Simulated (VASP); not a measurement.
Consider the following.

```
CdSe
1.0
    0.00000     3.10919     3.10919
    3.10919     0.00000     3.10919
    3.10919     3.10919     0.00000
Cd Se
1 1
Direct
  0.00000   0.00000   0.00000
  0.25000   0.25000   0.25000
```

Computed with rev-vdW-DF2, VASP's PBE PAW potentials (set 64) (plane waves; VASP 6.6.1). Settings: 520 eV cut-off, 8×8×8 Γ-centred mesh, Gaussian smearing of 0.050 eV, potentials Cd Se.

**Question.** What does the run give for the energy per atom (σ→0), pressure, band gap (on the k-mesh) with the smallest direct gap where there is one?

**Answer.** 
The band gap (on the k-mesh) is 0.32 eV and the smallest direct gap (on the k-mesh) comes out as 0.32 eV. The energy per atom (σ→0) is -55.1 kJ/mol-atom. The pressure is -1.31 GPa.

Total energies compare only between runs with the same potentials, cut-off and functional.

The compound is CdSe in the zinc blende structure, whereas wurtzite is the usual form. This cell is one point of a volume scan, at 1.03 of the reference volume.
